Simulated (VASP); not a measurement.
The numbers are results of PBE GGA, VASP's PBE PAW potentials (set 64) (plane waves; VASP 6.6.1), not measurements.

A VASP calculation is set up with these files.

File POSCAR:
```
GdN
3.5213920
  0.0000000000   0.7071067351   0.7071067351
  0.7071067351   0.0000000000   0.7071067351
  0.7071067351   0.7071067351   0.0000000000
Gd N
1 1
Cartesian
  0.0000000000   0.0000000000   0.0000000000
  0.7071067351   0.7071067351   0.7071067351
```

### KPOINTS
```
K-points
0
gamma
  8 8 8
0 0 0
```

**INCAR**
```
# general
SYSTEM   =  GdN
PREC     =  Accurate
ENCUT    =  520
LREAL    =  .False.   # projection in real space or not
LASPH    =  .True.

# electronic loop
EDIFF    =  1E-6   # SCF stop (eV)
NELM     =  100
ALGO     =  Normal   # blocked Davidson
LMAXMIX  =  6

# smearing
ISMEAR   =  0   # Gaussian
SIGMA    =  0.05   # width (eV)

# functional
GGA      =  PE

# output
LWAVE    =  .False.
LCHARG   =  .True.
```

POTCAR, in this order: Gd_3 N (PBE.64 set). Program: vasp_std.

The 4f electrons are frozen in the core of the lanthanide potential, so 4f levels, which can set the real gap, and their magnetism are missing.

Question: Estimate the energy per atom (σ→0), band gap (on the k-mesh).

Answer: 
```
Quantity                                                    Result
------------------------  ----------------------------------------
energy per atom (σ→0)                               -8081 meV/atom
band gap (on the k-mesh)  none (metal, semimetal or under 0.01 eV)
```

**OSZICAR**
```
...
DAV:   6    -0.163616877065E+02    0.21250E+01   -0.19173E+01   734   0.265E+01    0.247E+01
DAV:   7    -0.161648700180E+02    0.19682E+00   -0.14734E+00   733   0.797E+00    0.170E+01
DAV:   8    -0.161659883673E+02   -0.11183E-02   -0.11568E-01   704   0.368E+00    0.586E+00
DAV:   9    -0.161622032784E+02    0.37851E-02   -0.92539E-03   802   0.901E-01    0.498E-01
DAV:  10    -0.161624239955E+02   -0.22072E-03   -0.41653E-04   835   0.203E-01    0.284E-01
DAV:  11    -0.161624216857E+02    0.23097E-05   -0.30158E-05   781   0.578E-02    0.172E-02
DAV:  12    -0.161624220846E+02   -0.39883E-06   -0.34254E-06   798   0.200E-02
   1 F= -.16162422E+02 E0= -.16162262E+02  d E =-.320696E-03
```

The compound is GdN in the rock salt structure. The cell was not relaxed at this level.
